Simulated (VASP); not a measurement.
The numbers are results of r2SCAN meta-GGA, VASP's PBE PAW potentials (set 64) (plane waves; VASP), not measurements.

A VASP calculation is set up with these files.

KPOINTS:
```
Automatic
0
Gamma
  7 10 1
```

File POSCAR:
```
Ru(100) slab
4.2655520
  0.9999999360   0.0000000000   0.0000000000
  0.0000000000   0.6350761501   0.0000000000
  0.0000000000   0.0000000000   5.7151501060
Ru
8
direct
  0.2500000000   0.5000000000   0.3714256493
  0.7500000000   1.0000000000   0.3451013942
  0.2500000000   0.0000000000   0.4660913911
  0.7500000000   0.5000000000   0.4353319693
  0.2500000000   0.5000000000   0.5646680307
  0.7500000000   1.0000000000   0.5339086089
  0.2500000000   1.0000000000   0.6548986058
  0.7500000000   0.5000000000   0.6285743507
```

### INCAR
```
SYSTEM = Ru(100) slab
PREC = Normal
ENCUT = 400
EDIFF = 1E-6
NELM = 100
ALGO = Normal
LREAL = .FALSE.
LASPH = .TRUE.
ISMEAR = 1
SIGMA = 0.1
METAGGA = R2SCAN
LMIXTAU = .TRUE.
LMAXMIX = 4
LWAVE = .FALSE.
LCHARG = .FALSE.
NELMIN = 4
LDIPOL = .TRUE.
IDIPOL = 3
DIPOL = 0.5 0.5 0.5
LVHAR = .TRUE.
LORBIT = 11
```

POTCAR, in this order: Ru_pv (PBE.64 set). Program: vasp_std. Read from the step before: WAVECAR.

Output of the run:

OSZICAR:
```
       N       E                     dE             d eps       ncg     rms          rms(c)
DAV:   1    -0.198758266958E+03   -0.19876E+03   -0.17085E-05  3337   0.259E-02    0.562E-03
DAV:   2    -0.198758274895E+03   -0.79375E-05   -0.18240E-05  3399   0.349E-02    0.195E-02
DAV:   3    -0.198758266134E+03    0.87619E-05   -0.13365E-05  3317   0.298E-02    0.459E-03
DAV:   4    -0.198758270059E+03   -0.39251E-05   -0.36721E-06  2623   0.155E-02    0.950E-04
DAV:   5    -0.198758279370E+03   -0.93110E-05   -0.11064E-06  2019   0.840E-03    0.917E-04
DAV:   6    -0.198758281919E+03   -0.25492E-05   -0.24061E-07  1753   0.389E-03    0.459E-04
DAV:   7    -0.198758281112E+03    0.80693E-06   -0.42755E-07  1863   0.482E-03
   1 F= -.19875828E+03 E0= -.19875765E+03  d E =-.189932E-02
```

OUTCAR:
```
------------------------ aborting loop because EDIFF is reached ----------------------------------------
  FORCE on cell =-STRESS in cart. coord.  units (eV):
  Direction    XX          YY          ZZ          XY          YZ          ZX
  --------------------------------------------------------------------------------------
  Total       -0.9714198     -5.8147255     -0.5736308      0.0000000      0.0000000      0.0000000
  in kB       -5.5250775    -33.0720154     -3.2626008      0.0000000      0.0000000      0.0000000
  external PRESSURE =     -13.9532313 kB  Pullay stress =       0.0000000 kB
  volume of cell :      281.70
      direct lattice vectors                 reciprocal lattice vectors
     4.265551727  0.000000000  0.000000000     0.234436261  0.000000000  0.000000000
     0.000000000  2.708950342  0.000000000     0.000000000  0.369146671  0.000000000
     0.000000000  0.000000000 24.378269965     0.000000000  0.000000000  0.041020138
 POSITION                                       TOTAL-FORCE (eV/Angst)
 -----------------------------------------------------------------------------------
      1.06639      1.35448      9.05471         0.000000     -0.000000     -0.001326
      3.19916      0.00000      8.41297         0.000000     -0.000000     -0.009954
      1.06639      0.00000     11.36250         0.000000     -0.000000     -0.006190
      3.19916      1.35448     10.61264         0.000000     -0.000000      0.015128
      1.06639      1.35448     13.76563        -0.000000      0.000000     -0.015128
      3.19916      0.00000     13.01577         0.000000     -0.000000      0.006190
      1.06639      0.00000     15.96530        -0.000000      0.000000      0.009954
      3.19916      1.35448     15.32356         0.000000     -0.000000      0.001326
 -----------------------------------------------------------------------------------
    total drift:                                0.000000      0.000000     -0.000000
  FREE ENERGIE OF THE ION-ELECTRON SYSTEM (eV)
  ---------------------------------------------------
  free  energy   TOTEN  =      -198.7582811120 eV

  energy  without entropy=     -198.7563817892  energy(sigma->0) =     -198.75764800

 total charge

# of ion       s       p       d       tot
------------------------------------------
    1        0.415   6.272   5.950  12.638
    2        0.397   6.221   6.002  12.619
    3        0.399   6.309   5.963  12.671
    4        0.417   6.323   5.965  12.705
    5        0.417   6.323   5.965  12.705
    6        0.399   6.309   5.963  12.671
    7        0.397   6.221   6.002  12.619
    8        0.415   6.272   5.950  12.638
--------------------------------------------------
tot          3.257  50.249  47.761 101.266
```
(Selected blocks of OUTCAR.)

The cell is a thin slab with vacuum, built from Ru (hcp): (100) face.
